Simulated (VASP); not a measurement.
Calculation: r2SCAN meta-GGA, VASP's PBE PAW potentials (set 64) (plane waves; VASP).

VASP input:

**POSCAR**
```
Cu(111) slab
1
    2.5316847035     0.0000000000     0.0000000000
   -1.2658428476     2.1925031911    -0.0000000000
   -0.0000000000    -0.0000000000    25.2123347250
Cu
5
Direct
  0.6666670000   0.3333330000   0.3360240000
  0.3333330000   0.6666670000   0.4180120000
  0.0000000000   0.0000000000   0.5000000000
  0.6666670000   0.3333330000   0.5819880000
  0.3333330000   0.6666670000   0.6639760000
```

### KPOINTS
```
Automatic mesh
0
Gamma
12 12 1
0 0 0
```

### INCAR
```
! general
SYSTEM  = Cu(111) slab
PREC    = Normal
ENCUT   = 400
LREAL   = .False.
LASPH   = .True.

! electronic loop
EDIFF   = 1E-5
NELM    = 100
NELMIN  = 4
ALGO    = Normal
LMAXMIX = 4
LMIXTAU = .True.

! smearing
ISMEAR  = 1
SIGMA   = 0.1

! functional
METAGGA = R2SCAN

! ions
IBRION  = 2
NSW     = 50
ISIF    = 2
EDIFFG  = -0.03

! output
LWAVE   = .True.
LCHARG  = .False.

! other
LDIPOL  = .True.
IDIPOL  = 3
DIPOL   = 0.5 0.5 0.5
```

POTCAR, in this order: Cu (PBE.64 set). Program: vasp_std.

The resulting files:

### OSZICAR
```
...
DAV:   8    -0.530239886514E+02   -0.10598E-04   -0.12297E-05   867   0.450E-02    0.487E-03
DAV:   9    -0.530239772581E+02    0.11393E-04   -0.10154E-05   803   0.488E-02    0.495E-03
DAV:  10    -0.530239919928E+02   -0.14735E-04   -0.11806E-05   799   0.539E-02    0.293E-03
DAV:  11    -0.530239917238E+02    0.26895E-06   -0.48418E-06   910   0.380E-02
   2 F= -.53023992E+02 E0= -.53023660E+02  d E =-.403159E-02
       N       E                     dE             d eps       ncg     rms          rms(c)
DAV:   1    -0.529833374187E+02    0.40655E-01   -0.10468E+01  1273   0.193E+01    0.295E-01
DAV:   2    -0.530148169594E+02   -0.31480E-01   -0.29467E-01  1958   0.826E+00    0.367E-01
DAV:   3    -0.530194115611E+02   -0.45946E-02   -0.20253E-02  1771   0.616E+00    0.185E-01
DAV:   4    -0.530216572734E+02   -0.22457E-02   -0.48696E-03  1797   0.158E+00    0.153E-01
DAV:   5    -0.530212327541E+02    0.42452E-03   -0.18168E-03  1907   0.124E+00    0.976E-02
DAV:   6    -0.530245441249E+02   -0.33114E-02   -0.20272E-03  1809   0.132E+00    0.312E-02
DAV:   7    -0.530245405502E+02    0.35747E-05   -0.68715E-04  1769   0.460E-01    0.208E-02
DAV:   8    -0.530245241832E+02    0.16367E-04   -0.58420E-05  1341   0.103E-01    0.211E-02
DAV:   9    -0.530244393114E+02    0.84872E-04   -0.26049E-05   854   0.672E-02    0.284E-02
DAV:  10    -0.530245759045E+02   -0.13659E-03   -0.50210E-05  1223   0.166E-01    0.186E-02
DAV:  11    -0.530248491472E+02   -0.27324E-03   -0.21598E-04  1398   0.126E-01    0.263E-02
DAV:  12    -0.530248569463E+02   -0.77991E-05   -0.18642E-05   846   0.478E-02
   3 F= -.53024857E+02 E0= -.53024583E+02  d E =-.489681E-02
       N       E                     dE             d eps       ncg     rms          rms(c)
DAV:   1    -0.530151194384E+02    0.97297E-02   -0.26812E+00  1273   0.964E+00    0.127E-01
DAV:   2    -0.530289698710E+02   -0.13850E-01   -0.75878E-02  1578   0.262E+00    0.109E-01
DAV:   3    -0.530260347910E+02    0.29351E-02   -0.74751E-03  1671   0.133E+00    0.955E-02
DAV:   4    -0.530253965709E+02    0.63822E-03   -0.39006E-04  1504   0.629E-01    0.754E-02
DAV:   5    -0.530243848866E+02    0.10117E-02   -0.89013E-04  1783   0.542E-01    0.344E-02
DAV:   6    -0.530269870887E+02   -0.26022E-02   -0.21443E-03  1655   0.684E-01    0.327E-02
DAV:   7    -0.530270771531E+02   -0.90064E-04   -0.20290E-04  1906   0.467E-01    0.170E-02
DAV:   8    -0.530270669340E+02    0.10219E-04   -0.16455E-05   896   0.144E-01    0.994E-03
DAV:   9    -0.530270696058E+02   -0.26718E-05   -0.16186E-05   852   0.890E-02
   4 F= -.53027070E+02 E0= -.53026736E+02  d E =-.710947E-02
       N       E                     dE             d eps       ncg     rms          rms(c)
DAV:   1    -0.530269925674E+02    0.74367E-04   -0.29598E-02  1259   0.101E+00    0.150E-02
DAV:   2    -0.530268417559E+02    0.15081E-03   -0.87974E-04  1616   0.300E-01    0.108E-02
DAV:   3    -0.530270867502E+02   -0.24499E-03   -0.96027E-05  1447   0.217E-01    0.983E-03
DAV:   4    -0.530270884426E+02   -0.16924E-05   -0.11602E-05   822   0.104E-01
   5 F= -.53027088E+02 E0= -.53026760E+02  d E =-.712831E-02
       N       E                     dE             d eps       ncg     rms          rms(c)
DAV:   1    -0.530243224847E+02    0.27643E-02   -0.53823E-01  1270   0.430E+00    0.602E-02
DAV:   2    -0.530242912143E+02    0.31270E-04   -0.13915E-02  1837   0.159E+00    0.687E-02
DAV:   3    -0.530254897810E+02   -0.11986E-02   -0.11492E-03  1652   0.122E+00    0.429E-02
DAV:   4    -0.530260194118E+02   -0.52963E-03   -0.27000E-04  1683   0.385E-01    0.337E-02
DAV:   5    -0.530261971870E+02   -0.17778E-03   -0.17011E-04  1674   0.281E-01    0.172E-02
DAV:   6    -0.530265752097E+02   -0.37802E-03   -0.20518E-04  1567   0.306E-01    0.894E-03
DAV:   7    -0.530265719998E+02    0.32098E-05   -0.31813E-05  1178   0.128E-01
   6 F= -.53026572E+02 E0= -.53026264E+02  d E =-.661187E-02
       N       E                     dE             d eps       ncg     rms          rms(c)
DAV:   1    -0.530254089195E+02    0.11663E-02   -0.38046E-01  1273   0.361E+00    0.468E-02
DAV:   2    -0.530241803813E+02    0.12285E-02   -0.11356E-02  1640   0.112E+00    0.464E-02
DAV:   3    -0.530262972695E+02   -0.21169E-02   -0.13960E-03  1679   0.749E-01    0.377E-02
DAV:   4    -0.530266426261E+02   -0.34536E-03   -0.12495E-04  1625   0.274E-01    0.295E-02
DAV:   5    -0.530268239684E+02   -0.18134E-03   -0.18114E-04  1520   0.259E-01    0.145E-02
DAV:   6    -0.530271219258E+02   -0.29796E-03   -0.28508E-04  1655   0.270E-01    0.113E-02
DAV:   7    -0.530271193484E+02    0.25774E-05   -0.22323E-05   946   0.161E-01
   7 F= -.53027119E+02 E0= -.53026791E+02  d E =-.715922E-02
       N       E                     dE             d eps       ncg     rms          rms(c)
DAV:   1    -0.530252908628E+02    0.18311E-02   -0.83170E-01  1273   0.544E+00    0.576E-02
DAV:   2    -0.530255753262E+02   -0.28446E-03   -0.21792E-02  1844   0.212E+00    0.908E-02
DAV:   3    -0.530266094011E+02   -0.10341E-02   -0.17689E-03  1654   0.149E+00    0.522E-02
DAV:   4    -0.530270305005E+02   -0.42110E-03   -0.38955E-04  1518   0.419E-01    0.461E-02
DAV:   5    -0.530274547032E+02   -0.42420E-03   -0.15220E-04  1641   0.215E-01    0.156E-02
DAV:   6    -0.530282294770E+02   -0.77477E-03   -0.36104E-04  1601   0.163E-01    0.961E-03
DAV:   7    -0.530282629775E+02   -0.33501E-04   -0.29197E-05  1065   0.774E-02    0.615E-03
DAV:   8    -0.530282401976E+02    0.22780E-04   -0.68458E-06   797   0.412E-02    0.830E-03
DAV:   9    -0.530283213413E+02   -0.81144E-04   -0.73910E-06   797   0.274E-02    0.696E-03
DAV:  10    -0.530283636346E+02   -0.42293E-04   -0.92203E-06   814   0.370E-02    0.564E-03
DAV:  11    -0.530283568818E+02    0.67528E-05   -0.11458E-05   814   0.516E-02
   8 F= -.53028357E+02 E0= -.53028013E+02  d E =-.123753E-02
       N       E                     dE             d eps       ncg     rms          rms(c)
DAV:   1    -0.530233148815E+02    0.50488E-02   -0.15218E+00  1273   0.737E+00    0.793E-02
DAV:   2    -0.530248893821E+02   -0.15745E-02   -0.39787E-02  1835   0.279E+00    0.122E-01
DAV:   3    -0.530265367416E+02   -0.16474E-02   -0.30530E-03  1667   0.196E+00    0.700E-02
DAV:   4    -0.530271004499E+02   -0.56371E-03   -0.69464E-04  1575   0.597E-01    0.622E-02
DAV:   5    -0.530275179655E+02   -0.41752E-03   -0.26206E-04  1958   0.297E-01    0.226E-02
DAV:   6    -0.530286939913E+02   -0.11760E-02   -0.56171E-04  1624   0.234E-01    0.135E-02
DAV:   7    -0.530287957092E+02   -0.10172E-03   -0.44136E-05  1216   0.116E-01    0.814E-03
DAV:   8    -0.530287372274E+02    0.58482E-04   -0.12310E-05   826   0.559E-02    0.112E-02
DAV:   9    -0.530288521044E+02   -0.11488E-03   -0.14183E-05   830   0.355E-02    0.747E-03
DAV:  10    -0.530289643561E+02   -0.11225E-03   -0.19292E-05   870   0.483E-02    0.519E-03
DAV:  11    -0.530289708737E+02   -0.65175E-05   -0.10813E-05   842   0.413E-02
   9 F= -.53028971E+02 E0= -.53028620E+02  d E =-.185153E-02
       N       E                     dE             d eps       ncg     rms          rms(c)
DAV:   1    -0.530264051960E+02    0.25592E-02   -0.83380E-01  1273   0.543E+00    0.728E-02
DAV:   2    -0.530286895564E+02   -0.22844E-02   -0.22426E-02  1736   0.167E+00    0.693E-02
DAV:   3    -0.530297280225E+02   -0.10385E-02   -0.14398E-03  1656   0.941E-01    0.501E-02
DAV:   4    -0.530297592081E+02   -0.31186E-04   -0.17223E-04  1479   0.480E-01    0.405E-02
DAV:   5    -0.530297233253E+02    0.35883E-04   -0.13033E-04  1737   0.283E-01    0.249E-02
DAV:   6    -0.530297241156E+02   -0.79032E-06   -0.11634E-04  1537   0.375E-01    0.110E-02
DAV:   7    -0.530297689964E+02   -0.44881E-04   -0.47762E-05   882   0.224E-01    0.622E-03
DAV:   8    -0.530297713772E+02   -0.23809E-05   -0.15005E-05   791   0.898E-02
  10 F= -.53029771E+02 E0= -.53029371E+02  d E =-.800504E-03
```

**OUTCAR**
```
------------------------ aborting loop because EDIFF is reached ----------------------------------------
  FORCE on cell =-STRESS in cart. coord.  units (eV):
  Direction    XX          YY          ZZ          XY          YZ          ZX
  --------------------------------------------------------------------------------------
  Total       -1.4030820     -1.4030819     -0.4910202      0.0000003      0.0000000      0.0000000
  in kB      -16.0631505    -16.0631494     -5.6214323      0.0000036      0.0000000      0.0000000
  external PRESSURE =     -12.5825774 kB  Pullay stress =       0.0000000 kB
  volume of cell :      139.95
      direct lattice vectors                 reciprocal lattice vectors
     2.531684703  0.000000000  0.000000000     0.394993894  0.228049928  0.000000000
    -1.265842848  2.192503191  0.000000000     0.000000000  0.456099678  0.000000000
     0.000000000  0.000000000 25.212334725     0.000000000  0.000000000  0.039663126
 POSITION                                       TOTAL-FORCE (eV/Angst)
 -----------------------------------------------------------------------------------
      1.26584      0.73083      8.50889         0.000000      0.000000      0.008026
     -0.00000      1.46167     10.55298        -0.000000     -0.000000      0.002144
      0.00000      0.00000     12.60617        -0.000000      0.000000      0.000000
      1.26584      0.73083     14.65935         0.000000      0.000000     -0.002144
     -0.00000      1.46167     16.70345        -0.000000      0.000000     -0.008026
 -----------------------------------------------------------------------------------
    total drift:                                0.000000      0.000000      0.000000
  FREE ENERGIE OF THE ION-ELECTRON SYSTEM (eV)
  ---------------------------------------------------
  free  energy   TOTEN  =       -53.0297713772 eV

  energy  without entropy=      -53.0285696103  energy(sigma->0) =      -53.02937079

 reached required accuracy - stopping structural energy minimisation
```
(Selected blocks of OUTCAR.)

**CONTCAR**
```
Cu(111) slab
   1.00000000000000
     2.5316847034999999    0.0000000000000000    0.0000000000000000
    -1.2658428476000001    2.1925031911000001    0.0000000000000000
     0.0000000000000000    0.0000000000000000   25.2123347250000016
  Cu
     5
Direct
     0.6666669999999968    0.3333330000000032    0.3374890073503330
     0.3333330000000032    0.6666669999999968    0.4185642244652620
     0.0000000000000000    0.0000000000000000    0.5000000000000000
     0.6666669999999968    0.3333330000000032    0.5814357755347381
     0.3333330000000032    0.6666669999999968    0.6625109926496670
```

File OUTCAR:
```
 val. band max:        0.3811910169   @ k =   0.1667   0.1667   0.0000

 cond. band min:       0.4601807114   @ k =   0.0833   0.0833   0.0000


 Fermi energy:         0.4267570250

 k-point     1 :       0.0000    0.0000    0.0000
  band No.  band energies     occupation
      1      -9.1700      2.00000
      2      -8.2606      2.00000
      3      -6.8335      2.00000
      4      -5.5299      2.00000
      5      -5.0177      2.00000
      6      -2.9039      2.00000
      7      -2.8892      2.00000
      8      -2.8127      2.00000
      9      -2.8121      2.00000
     10      -2.7225      2.00000
     11      -2.7194      2.00000
     12      -2.7188      2.00000
     13      -2.6928      2.00000
     14      -2.6924      2.00000
     15      -2.4861      2.00000
     16      -2.4856      2.00000
     17      -2.4490      2.00000
     18      -2.4484      2.00000
     19      -2.3271      2.00000
     20      -1.9172      2.00000
     21      -1.9170      2.00000
     22      -1.8874      2.00000
     23      -1.8873      2.00000
     24      -1.6545      2.00000
     25      -1.6545      2.00000
     26      -1.4210      2.00000
     27      -1.4210      2.00000
     28      -1.3061      2.00000
     29      -1.3060      2.00000
     30      -0.6388      2.00000
     31       0.0844      2.00001
     32       4.8762      0.00000
     33       5.2532      0.00000

 k-point     2 :       0.0833    0.0000    0.0000
  band No.  band energies     occupation
      1      -8.9342      2.00000
      2      -8.0321      2.00000
      3      -6.6191      2.00000
      4      -5.3387      2.00000
      5      -4.8634      2.00000
      6      -3.0334      2.00000
      7      -2.9860      2.00000
      8      -2.8669      2.00000
      9      -2.7801      2.00000
     10      -2.7432      2.00000
     11      -2.7370      2.00000
     12      -2.7095      2.00000
     13      -2.6453      2.00000
     14      -2.6303      2.00000
     15      -2.5177      2.00000
...
```

The cell is a thin slab with vacuum, built from Cu (fcc): (111) face.
